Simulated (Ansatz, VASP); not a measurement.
**Two plane-wave programs on Cu**

```
Cu
1.0
     0.00000    1.81487    1.81487
     1.81487    0.00000    1.81487
     1.81487    1.81487    0.00000
Cu
1
Direct
  0.00000 0.00000 0.00000
```

Alike in both runs: functional PBE; k mesh 20 × 20 × 20; occupations gaussian, width 0.1 eV; no spin polarisation.

Ansatz relaxed the structure, and its values are those at the end. VASP's run is a single point on that final structure, the one shown.

|  | VASP | Ansatz |
| --- | --- | --- |
| version | VASP 6.6.1 | Ansatz 0.2.0 |
| potentials or method | VASP PAW PBE potentials, release 64 (Cu) | scalar-relativistic, plane waves, PAW |
| plane-wave cutoff (eV) | 520 | 420 |
| valence electrons in the cell | 11 | 19 |

|  | VASP | Ansatz | Ansatz less VASP |
| --- | --- | --- | --- |
| gap on the k mesh at the Fermi level (eV) | none | none | - |
| pressure (GPa) | 0.6 | 0.0 | -0.57 |

A gap of «none» marks a metal or a gap that the smearing closes. The two sets of potentials don't hold the same shells in valence.
